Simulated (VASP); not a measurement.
Output of a VASP run:

OSZICAR:
```
...
       N       E                     dE             d eps       ncg     rms          rms(c)
DAV:   1    -0.785562754167E+00   -0.12143E-03   -0.11578E-02  1309   0.876E-01    0.606E-02
DAV:   2    -0.785501750005E+00    0.61004E-04   -0.52144E-04  1785   0.330E-01    0.371E-02
DAV:   3    -0.785451580199E+00    0.50170E-04   -0.10359E-04  1639   0.180E-01    0.465E-03
DAV:   4    -0.785455299026E+00   -0.37188E-05   -0.35964E-05  1285   0.839E-02    0.337E-03
DAV:   5    -0.785455841798E+00   -0.54277E-06   -0.16932E-06   614   0.183E-02
  11 F= -.78545584E+00 E0= -.78540681E+00  d E =-.592164E-04
       N       E                     dE             d eps       ncg     rms          rms(c)
DAV:   1    -0.785600102436E+00   -0.14480E-03   -0.15951E-02  1309   0.103E+00    0.708E-02
DAV:   2    -0.785517681319E+00    0.82421E-04   -0.71229E-04  1788   0.384E-01    0.432E-02
DAV:   3    -0.785449503662E+00    0.68178E-04   -0.14013E-04  1648   0.209E-01    0.541E-03
DAV:   4    -0.785454449761E+00   -0.49461E-05   -0.49005E-05  1282   0.974E-02    0.395E-03
DAV:   5    -0.785455055235E+00   -0.60547E-06   -0.22682E-06   629   0.212E-02
  12 F= -.78545506E+00 E0= -.78540867E+00  d E =-.584298E-04
       N       E                     dE             d eps       ncg     rms          rms(c)
DAV:   1    -0.785470491975E+00   -0.16042E-04   -0.14146E-03  1309   0.307E-01    0.211E-02
DAV:   2    -0.785463737132E+00    0.67548E-05   -0.64244E-05  1774   0.117E-01    0.130E-02
DAV:   3    -0.785457319820E+00    0.64173E-05   -0.12575E-05  1610   0.634E-02    0.157E-03
DAV:   4    -0.785457473326E+00   -0.15351E-06   -0.44683E-06  1095   0.303E-02
  13 F= -.78545747E+00 E0= -.78541034E+00  d E =-.608479E-04
       N       E                     dE             d eps       ncg     rms          rms(c)
DAV:   1    -0.785476787994E+00   -0.19468E-04   -0.19848E-03  1309   0.364E-01    0.252E-02
DAV:   2    -0.785466659695E+00    0.10128E-04   -0.88445E-05  1780   0.137E-01    0.154E-02
DAV:   3    -0.785457698420E+00    0.89613E-05   -0.18061E-05  1632   0.754E-02    0.193E-03
DAV:   4    -0.785457963856E+00   -0.26544E-06   -0.64495E-06  1174   0.360E-02
  14 F= -.78545796E+00 E0= -.78540990E+00  d E =-.613385E-04
       N       E                     dE             d eps       ncg     rms          rms(c)
DAV:   1    -0.785495268678E+00   -0.37570E-04   -0.33856E-03  1831   0.558E-01    0.278E-02
DAV:   2    -0.785470761436E+00    0.24507E-04   -0.73694E-05  1329   0.119E-01    0.112E-02
DAV:   3    -0.785466822943E+00    0.39385E-05   -0.23821E-05  1412   0.680E-02    0.152E-03
DAV:   4    -0.785467600807E+00   -0.77786E-06   -0.49734E-07   665   0.770E-03
  15 F= -.78546760E+00 E0= -.78541929E+00  d E =-.963695E-05
       N       E                     dE             d eps       ncg     rms          rms(c)
DAV:   1    -0.785729293706E+00   -0.26247E-03   -0.30526E-02  1839   0.168E+00    0.834E-02
DAV:   2    -0.785515995598E+00    0.21330E-03   -0.66145E-04  1324   0.359E-01    0.334E-02
DAV:   3    -0.785479150718E+00    0.36845E-04   -0.21652E-04  1583   0.205E-01    0.476E-03
DAV:   4    -0.785481752048E+00   -0.26013E-05   -0.55977E-06  1225   0.237E-02    0.250E-03
DAV:   5    -0.785483986368E+00   -0.22343E-05   -0.56632E-07   608   0.728E-03    0.788E-04
DAV:   6    -0.785484429452E+00   -0.44308E-06   -0.20795E-07   608   0.524E-03
  16 F= -.78548443E+00 E0= -.78543532E+00  d E =-.264656E-04
```

OUTCAR:
```
------------------------ aborting loop because EDIFF is reached ----------------------------------------
  FORCE on cell =-STRESS in cart. coord.  units (eV):
  Direction    XX          YY          ZZ          XY          YZ          ZX
  --------------------------------------------------------------------------------------
  Total        0.0021456     -0.0014804     -0.0010801      0.0000000      0.0000000      0.0012047
  in kB        0.0409142     -0.0282292     -0.0205968      0.0000000      0.0000000      0.0229725
  external PRESSURE =      -0.0026373 kB  Pullay stress =       0.0000000 kB
  volume of cell :       84.02
      direct lattice vectors                 reciprocal lattice vectors
     4.572272165 -2.356981025  0.085165547     0.111071380 -0.212135777 -0.092156758
     4.572272165  2.356981025  0.085165547     0.111071380  0.212135777 -0.092156758
     3.285098376 -0.000000000  3.959345130    -0.004778293  0.000000000  0.256531605
 POSITION                                       TOTAL-FORCE (eV/Angst)
 -----------------------------------------------------------------------------------
      2.84601     -0.00000      0.94557         0.000529     -0.000000      0.000176
      9.58364     -0.00000      3.18411        -0.000529      0.000000     -0.000176
 -----------------------------------------------------------------------------------
    total drift:                               -0.000000      0.000000     -0.000000
  FREE ENERGIE OF THE ION-ELECTRON SYSTEM (eV)
  ---------------------------------------------------
  free  energy   TOTEN  =        -0.7854844295 eV

  energy  without entropy=       -0.7853862037  energy(sigma->0) =       -0.78543532

 reached required accuracy - stopping structural energy minimisation
```
(Selected blocks of OUTCAR.)

POSCAR:
```
Bi
1
    4.5534519587    -2.3767374192     0.0668931999
    4.5534519587     2.3767374192     0.0668931999
    3.2554889795     0.0000000000     3.9735464613
Bi
2
Direct
  0.2259198645   0.2259198645   0.2259198645
  0.7740801355   0.7740801355   0.7740801355
```

Q: Write an INCAR and KPOINTS that could have produced this output.

A: One answer among several that fit: the input of the run itself, vdW-DF2, plane waves, VASP's PBE PAW potentials (set 64).

**INCAR**
```
SYSTEM = Bi
PREC = Accurate; ENCUT = 520; LREAL = .FALSE.
LASPH = .TRUE.
EDIFF = 1E-6; NELM = 100; ALGO = Normal
LMAXMIX = 4
ISMEAR = 0; SIGMA = 0.05
GGA = ML; LUSE_VDW = .TRUE.; AGGAC = 0.0
ZAB_VDW = -1.8867
IBRION = 2; NSW = 60; ISIF = 3
EDIFFG = -0.01
LWAVE = .FALSE.; LCHARG = .FALSE.
```

File KPOINTS:
```
kpoints
0
gamma
  6 6 6
```

POTCAR, in this order: Bi_d (PBE.64 set). Program: vasp_std.

The compound is Bi in the a7 structure. This run relaxes it. Symmetry was kept, so distortions that lower it aren't found. The start is the result of an earlier pass.
